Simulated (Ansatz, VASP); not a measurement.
## InGaSbAs ([001] superlattice of 2 + 2 monolayers (invented)): VASP beside Ansatz

Wanted: the spread between two codes on one cell, functional and k mesh. The cell is generated by rule, not measured, and may not be a known phase. The cell is taken from a series of runs on this material, whose earlier steps may have relaxed, scaled, displaced or heated it; both programs get it as it stands.

Calculated with Ansatz 0.2.0; plane waves, with VASP 6.6.1 beside it; relaxation of cell and atoms at r2SCAN.

### 1. Set-up

The structure is orthorhombic, space group Pmm2 (No. 25). The conventional cell has a = 4.319 Å, b = 4.338 Å, c = 12.260 Å, α = 90.00°, β = 90.00°, γ = 90.00°. Nearest to In lie 2 As at 2.65 Å and 2 Sb at 2.79 Å. Nearest to In lie 4 As at 2.65 Å. As has 4 In at 2.65 Å nearest. Nearest to As lie 2 Ga at 2.53 Å and 2 In at 2.65 Å. Nearest to Ga lie 2 As at 2.53 Å and 2 Sb at 2.65 Å. Nearest to Ga lie 4 Sb at 2.65 Å. Farther neighbours are not listed.

Coordinates:

```cif
data_structure
_symmetry_space_group_name_H-M 'P 1'
_symmetry_Int_Tables_number 1
_cell_length_a 4.3190
_cell_length_b 4.3380
_cell_length_c 12.2597
_cell_angle_alpha 90.000
_cell_angle_beta 90.000
_cell_angle_gamma 90.000
_cell_volume 229.70
loop_
_atom_site_label
_atom_site_type_symbol
_atom_site_fract_x
_atom_site_fract_y
_atom_site_fract_z
_atom_site_occupancy
In1 In 0.00000 0.00000 0.00983 1
In2 In 0.50000 0.50000 0.25868 1
As3 As 0.00000 0.50000 0.13350 1
As4 As 0.50000 0.00000 0.38340 1
Ga5 Ga 0.00000 0.00000 0.49157 1
Ga6 Ga 0.50000 0.50000 0.74172 1
Sb7 Sb 0.00000 0.50000 0.61603 1
Sb8 Sb 0.50000 0.00000 0.86527 1
```

### 2. Ansatz: relaxation of cell and atoms, r2SCAN

Ansatz runs on its PAW soft_1 files.

The relaxed volume is the usual yardstick between codes: in a stiff, nearly cubic crystal its relative difference is about their pressure difference at one cell divided by the bulk modulus.

Input file input.yaml:

```yaml
crystal:
  lattice:
    - [4.3190375187, 0.0, 0.0]
    - [0.0, 4.3379875708, 0.0]
    - [0.0, 0.0, 12.2596650925]
  atoms:
    - { symbol: In, position: [0.0, 0.0, 0.0098265249] }
    - { symbol: As, position: [0.0, 0.5, 0.1334957196] }
    - { symbol: In, position: [0.5, 0.5, 0.258681573] }
    - { symbol: As, position: [0.5, 0.0, 0.3834037362] }
    - { symbol: Ga, position: [0.0, 0.0, 0.4915672952] }
    - { symbol: Sb, position: [0.0, 0.5, 0.6160344999] }
    - { symbol: Ga, position: [0.5, 0.5, 0.741723916] }
    - { symbol: Sb, position: [0.5, 0.0, 0.865266735] }
kpoints:
  mp_grid: { grid: [8, 8, 4] }
hamiltonian:
  xc: r2scan
  pseudopotentials: { kind: paw, azcp: { folder: soft_1 } }
scf:
  occupations: { method: gaussian, width: 0.01 }
output:
  forces: true
  stress: true
  eigenvalues: true
  write_density: true
  write_potential: true
  elf: true
  volumetric_format: npy
relax:
  adjacent_minimum: "off"
  f_tol: 0.005
  max_steps: 80
  cell: { stress_tol: 0.05 }
```

On the command line:

```
> ansatz run input.yaml --threads 4 --pin off --max-ram 10240MiB --backend cpu --events-out ev --progress --plain --runs-dir out
```

Numbers of over 12 decimals in the logs are rounded to 6 here.

Log:

```text
Engine: ansatz 0.2.0, x86_64-unknown-linux-gnu
Pseudopotentials: kind: paw
Pseudopotential: In, paw, valence charge 13, recommended cutoff 500 eV (meta_gga), soft_1/In.paw.azcp
Pseudopotential: As, paw, valence charge 15, recommended cutoff 500 eV (meta_gga), soft_1/As.paw.azcp
Pseudopotential: Ga, paw, valence charge 13, recommended cutoff 500 eV (meta_gga), soft_1/Ga.paw.azcp
Pseudopotential: Sb, paw, valence charge 15, recommended cutoff 500 eV (meta_gga), soft_1/Sb.paw.azcp
Functional definition: r2SCAN
  parameter k0 = 0.174
  parameter k1 = 0.065
  parameter a1 = 4.9479
  exchange = r2scan_x(k0 = k0, k1 = k1, a1 = a1)
  correlation = r2scan_c
Crystal: 8 atoms, lattice volume = 229.696 Å³
Basis set: ecut = 500 eV, 5845 PW (Γ), exchange–correlation on 128×128×360 points (64 copies of the dense FFT grid, shifted against one another)
Bands: 68, of which v1, the nominal top of the filled ones, is band 56 counted from 1 (55 counted from 0)
Symmetry: 4 space group operations
Space group: Pmm2 (ITA 25), of the structure as read, at distance tolerance 6.1e-5 Å
k-points: 75 of 256 (time reversal used)
Non-local potential: In, projectors of the file, l = 0: 2, l = 1: 2, l = 2: 2, l = 3: 1
Non-local potential: As, projectors of the file, l = 0: 2, l = 1: 2, l = 2: 3, l = 3: 1
Non-local potential: Ga, projectors of the file, l = 0: 2, l = 1: 2, l = 2: 3, l = 3: 1
Non-local potential: Sb, projectors of the file, l = 0: 2, l = 1: 2, l = 2: 2, l = 3: 1
PAW form: soft (Blöchl's): semilocal exchange-correlation on the pseudo side does not see the compensation charge
PAW frozen core: In, regenerated for the run's functional (the file was generated under x = pbe(κ = 0.804, μ = 0.219515), c = pbe(β = 0.066725))
PAW frozen core: As, regenerated for the run's functional (the file was generated under x = pbe(κ = 0.804, μ = 0.219515), c = pbe(β = 0.066725))
PAW frozen core: Ga, regenerated for the run's functional (the file was generated under x = pbe(κ = 0.804, μ = 0.219515), c = pbe(β = 0.066725))
PAW frozen core: Sb, regenerated for the run's functional (the file was generated under x = pbe(κ = 0.804, μ = 0.219515), c = pbe(β = 0.066725))
PAW one-centre angular grid: In, 590 points (default); XC on 160 Gauss nodes
PAW one-centre angular grid: As, 590 points (default); XC on 160 Gauss nodes
PAW one-centre angular grid: Ga, 590 points (default); XC on 160 Gauss nodes
PAW one-centre angular grid: Sb, 590 points (default); XC on 160 Gauss nodes
Initial density: superposition of atomic densities (chi_scale 0.1, normalization cell, long waves kept (reshape's long-wave potential 0.25 eV rms))
Initial wavefunctions: pseudopotential atomic-orbital guess
Functional: x = r2scan, c = r2scan; τ floored in thin density (d = 2e-4 eV/Å³)
iter 1 solved again at ethr=2.24e-3 eV; its pass at ethr=3.10e-3 eV (dr2=2.51e0 eV) is discarded
SCF iter   1: F=—  HF=-41534.231774 eV  |F-HF|=—  |Δ(HF+E_count)|=         —  Δρ=3.44e-2  dr2=2.52e0  dr2_τ=3.01e-2  ethr=2.24e-3  ⟨swp⟩=1.2  Hψ=25900  notcnv=0
preconditioner: auto → Resta (q_TF=auto, 2.420 Å⁻¹)  ε∞=3.0  [insulator: Δε(μ)=0.055 eV  Ē_g=14.704 eV  σ=0.010 eV  W_gap=1.00  n_scr=56 (ndim 8)  ℏωp=20.8 eV  f_vac=0.011  D(μ)=0.00/eV (n_scr^D=0)  ε∞_Penn≈3.0]
SCF iter   2: F=—  HF=-41534.220182 eV  |F-HF|=—  |Δ(HF+E_count)|=   1.16e-2  Δρ=1.95e-2  dr2=6.34e-1  dr2_τ=5.09e-3  ethr=2.24e-3  ⟨swp⟩=3.3  Hψ=7546  notcnv=0  defer=65
SCF iter   3: F=—  HF=-41534.270041 eV  |F-HF|=—  |Δ(HF+E_count)|=   4.99e-2  Δρ=6.58e-3  dr2=2.42e-1  dr2_τ=1.40e-3  ethr=5.66e-4  ⟨swp⟩=2.5  Hψ=8908  notcnv=0  defer=494
SCF iter   4: F=—  HF=-41534.246001 eV  |F-HF|=—  |Δ(HF+E_count)|=   2.40e-2  Δρ=1.55e-3  dr2=5.61e-3  dr2_τ=5.92e-5  ethr=2.16e-4  ⟨swp⟩=2.9  Hψ=7672  notcnv=0  defer=498
SCF iter   5: F=—  HF=-41534.247419 eV  |F-HF|=—  |Δ(HF+E_count)|=   1.42e-3  Δρ=5.77e-4  dr2=1.04e-3  dr2_τ=1.29e-5  ethr=5.01e-6  ⟨swp⟩=2.7  Hψ=9854  notcnv=0  defer=499
SCF iter   6: F=—  HF=-41534.247145 eV  |F-HF|=—  |Δ(HF+E_count)|=   2.74e-4  Δρ=1.62e-4  dr2=8.02e-5  dr2_τ=1.10e-6  ethr=9.27e-7  ⟨swp⟩=2.0  Hψ=9202  notcnv=0  defer=499
SCF iter   7: F=—  HF=-41534.247198 eV  |F-HF|=—  |Δ(HF+E_count)|=   5.22e-5  Δρ=6.94e-5  dr2=1.12e-5  dr2_τ=1.42e-7  ethr=7.16e-8  ⟨swp⟩=2.0  Hψ=8997  notcnv=0  defer=499
SCF iter   8: F=—  HF=-41534.247201 eV  |F-HF|=—  |Δ(HF+E_count)|=   3.68e-6  Δρ=3.09e-5  dr2=2.33e-6  dr2_τ=2.95e-8  ethr=9.98e-9  ⟨swp⟩=2.0  Hψ=8801  notcnv=0  defer=499
SCF iter   9: F=—  HF=-41534.247202 eV  |F-HF|=—  |Δ(HF+E_count)|=   8.03e-7  Δρ=8.99e-6  dr2=1.64e-7  dr2_τ=2.83e-9  ethr=2.08e-9  ⟨swp⟩=2.0  Hψ=8801  notcnv=0  defer=499
[...]
SCF iter   6: F=—  HF=-41534.247427 eV  |F-HF|=—  |Δ(HF+E_count)|=   7.51e-8  Δρ=2.30e-6  dr2=1.35e-8  dr2_τ=2.42e-10  ethr=7.09e-11  ⟨swp⟩=2.0  Hψ=7767  notcnv=0
SCF iter   7: F=—  HF=-41534.247427 eV  |F-HF|=—  |Δ(HF+E_count)|=   4.21e-9  Δρ=8.41e-7  dr2=1.66e-9  dr2_τ=5.11e-11  ethr=1.21e-11  ⟨swp⟩=2.0  Hψ=9300  notcnv=0
SCF iter   8: F=—  HF=-41534.247427 eV  |F-HF|=—  |Δ(HF+E_count)|=  2.26e-10  Δρ=3.32e-7  dr2=2.40e-10  dr2_τ=4.80e-12  ethr=1.48e-12  ⟨swp⟩=2.0  Hψ=7800  notcnv=0
SCF iter   9: F=-41534.247427 eV  HF=-41534.247427 eV  |F-HF|=0.00e0  |Δ(HF+E_count)|=  2.40e-10  Δρ=9.52e-8  dr2=2.66e-11  dr2_τ=5.20e-13  ethr=1.00e-12  ⟨swp⟩=6.7  Hψ=24816  notcnv=0
SCF 3 converged in 9 iterations: F = -41534.247427 eV  dr2 = 2.66e-11
relax step   3: F+E_penalty+E_count = -41534.24742664 eV  Δ(F+E_penalty+E_count) = -2.245e-4 eV  max|allowed force component| = 2.083e-3 eV/Å  Δτ_max = 0.0023 Å  P = +0.002 GPa  Ω = 229.517 Å³  energy of the carried Pulay correction = +2.409e-5 eV  (9 SCF iters, accepted)
Initial wavefunctions: pseudopotential atomic-orbital guess (no wavefunctions were taken with the density)
iter 1 solved again at ethr=2.72e-7 eV; its pass at ethr=3.10e-3 eV (dr2=3.05e-4 eV) is discarded
SCF iter   1: F=—  HF=-41534.247338 eV  |F-HF|=—  |Δ(HF+E_count)|=         —  Δρ=3.84e-5  dr2=6.41e-8  dr2_τ=1.58e-9  ethr=2.72e-7  ⟨swp⟩=3.8  Hψ=34677  notcnv=0
eigensolver tolerance schedule: the retry pair's looser diagonalisation over-reported the residual by 4748.68 of it (diagonalisation noise at 0.71 of the residual, at the tolerance the schedule requests for it); recorded, not acted on — ethr = c·dr2/N_el stays at c = 1.0e-1
preconditioner: auto → Resta (q_TF=auto, 2.421 Å⁻¹)  ε∞=3.1  [insulator: Δε(μ)=0.046 eV  Ē_g=14.493 eV  σ=0.010 eV  W_gap=1.00  n_scr=56 (ndim 8)  ℏωp=20.8 eV  f_vac=0.095  D(μ)=0.01/eV (n_scr^D=0)  ε∞_Penn≈3.1]
SCF iter   2: F=—  HF=-41534.247399 eV  |F-HF|=—  |Δ(HF+E_count)|=   6.13e-5  Δρ=1.94e-5  dr2=1.63e-8  dr2_τ=2.06e-7  ethr=5.73e-11  ⟨swp⟩=3.1  Hψ=12148  notcnv=0
SCF iter   3: F=—  HF=-41534.247401 eV  |F-HF|=—  |Δ(HF+E_count)|=   1.62e-6  Δρ=5.26e-6  dr2=2.18e-9  dr2_τ=1.49e-8  ethr=1.45e-11  ⟨swp⟩=2.0  Hψ=8550  notcnv=0
SCF iter   4: F=—  HF=-41534.247401 eV  |F-HF|=—  |Δ(HF+E_count)|=   1.55e-7  Δρ=5.36e-7  dr2=1.77e-10  dr2_τ=1.32e-10  ethr=1.94e-12  ⟨swp⟩=2.0  Hψ=7800  notcnv=0
SCF iter   5: F=-41534.247401 eV  HF=-41534.247401 eV  |F-HF|=1.60e-10  |Δ(HF+E_count)|=   1.75e-9  Δρ=1.75e-7  dr2=3.99e-11  dr2_τ=4.23e-12  ethr=1.00e-12  ⟨swp⟩=6.1  Hψ=22650  notcnv=0
SCF 4 converged in 5 iterations: F = -41534.247401 eV  dr2 = 3.99e-11
relax step   4: F+E_penalty+E_count = -41534.24740085 eV  Δ(F+E_penalty+E_count) = +2.580e-5 eV  max|allowed force component| = 2.084e-3 eV/Å  Δτ_max = 0.0000 Å  P = +0.002 GPa  Ω = 229.517 Å³  stress off target by 1.03e-2 GPa  SCF on the basis re-selected at this cell (its energy is not comparable with the rows above)  (5 SCF iters)
basis re-selected at this cell: Δ(F+E_penalty+E_count) = +2.580e-5 eV, ΔP = -0.000 GPa vs the last step (what re-selecting the basis moved, of the pressure what is left beyond the Pulay correction that the steps carried, after the strain that the cell walked since its last selection, with what the two solves' SCF thresholds leave and, on support functions, any second-order correction that the steps lacked; it is no m [...]
SCF converged after 5 iterations
Free energy (F): -41534.247401 eV
Harris-Foulkes:  -41534.247401 eV  (|F-HF|=1.60e-10)
Internal energy: -41534.247401 eV  (E = F + TS)
E sigma→0 (E₀):  -41534.247401 eV
Entropy (-TS):   -0.000000 eV (-0.000 meV/atom)
Fermi energy:    7.468275 eV
--- Per-component energies (eV) ---
  E_band       = -1248.838472
  E_kinetic    = 1178.262264
  E_local      = -13915.207974  (includes V_loc(G=0)·N_el)
  E_nonlocal   = 467.819090
  E_hartree    = 7020.179040
  E_xc         = -688.772887
  E_vxc        = -647.775865  (∫ρ·V_xc dr)
  E_paw        = -25670.901116  (= ΣΔE_a)
  E_vpaw       = -2410.870294  (= ΣTr[D̂ρ^β])
  E_aug_tail   = 0.000054  (compensation charges beyond the density's cutoff)
  E_vtau       = 38.575718  (kinetic-family band-sum trace: ∫τ·v_τ [+ j·A + Jᵃ·Aᵃ] dr)
  E_ewald      = -9924.348165
  E_core_change = -1.277706  (= ΣΔE_core)
  E_smearing   = -0.000000  (= −TS)
  E_closure    = 0.000000  (closes the sum)
  Σ components = -41534.247401   (vs F -41534.247401, Δ=0.00e0)
--- Forces (eV/Å), atoms counted from 1 ---
  atom   1  In     0.00000000    -0.00000000    -0.00121011
  atom   2  As    -0.00000000    -0.00000000    -0.00208403
  atom   3  In     0.00000000     0.00000000     0.00043927
  atom   4  As    -0.00000000     0.00000000     0.00055254
  atom   5  Ga     0.00000000     0.00000000    -0.00075598
  atom   6  Sb    -0.00000000     0.00000000     0.00041226
  atom   7  Ga     0.00000000     0.00000000     0.00193162
  atom   8  Sb    -0.00000000    -0.00000000     0.00071051
  max |Σ_I F_I| component: 3.93e-6 eV/Å
--- Stress (GPa, compression-positive) ---
        0.002063       0.000000       0.000000
        0.000000      -0.007013      -0.000000
        0.000000      -0.000000       0.010350
  P = ⅓ Tr σ = 0.0018 GPa (0.018 kbar)
--- Band table (eV; the first three rows and the last of 75) ---
  k-point 0: bands = [... 52 lower, 5.7883, 7.2118, 7.3133, 7.4224, 7.4905, 8.7895, 8.8355, 9.4657, ... 8 higher]
  k-point 1: bands = [... 52 lower, 6.1439, 6.3225, 7.1544, 7.3592, 8.2206, 8.7247, 8.9261, 9.3900, ... 8 higher]
  k-point 2: bands = [... 52 lower, 6.3438, 6.4543, 6.9130, 7.1989, 8.5904, 8.7021, 9.2217, 9.3784, ... 8 higher]
  k-point 74: bands = [... 52 lower, 4.5203, 4.5360, 4.5773, 4.6302, 9.6433, 9.7385, 9.7924, 9.8655, ... 8 higher]
--- Relaxed structure (3 steps of the walk, 2 accepted, 1 SCFs on fresh bases) ---
  F+E_penalty+E_count = -41534.24740085 eV   max|allowed force component| = 2.084e-3 eV/Å   (the final SCF, on the basis selected at the relaxed cell)
  cell:  # Å, volume = 229.5168 Å³
    - [4.317581, 0.0, 0.0]
    - [0.0, 4.333104, 0.0]
    - [0.0, 0.0, 12.268034]
  atoms:
    - { symbol: In, position: [0.0, 0.0, 0.00964043] }
    - { symbol: As, position: [0.0, 0.5, 0.133648] }
    - { symbol: In, position: [0.500000, 0.5, 0.258580] }
    - { symbol: As, position: [0.500000, 0.0, 0.383510] }
    - { symbol: Ga, position: [0.0, 0.0, 0.491517] }
    - { symbol: Sb, position: [0.0, 0.5, 0.616134] }
    - { symbol: Ga, position: [0.500000, 0.5, 0.741561] }
    - { symbol: Sb, position: [0.500000, 0.0, 0.865408] }
```

(Part 1 of 2 ends here.)

[Lines on the potential files, build, host, timing and source positions are cut from VASP's logs without a mark.]

[Logs are printed without paths, hosts, clocks, repeated set-up lines and the standing remarks that a program may print on its own settings, such as how far it seeks lower states.]

[Hosts, paths, dates, database ids (printed as entryN), source tags and the programs' standing remarks are cut or masked in the printed files.]
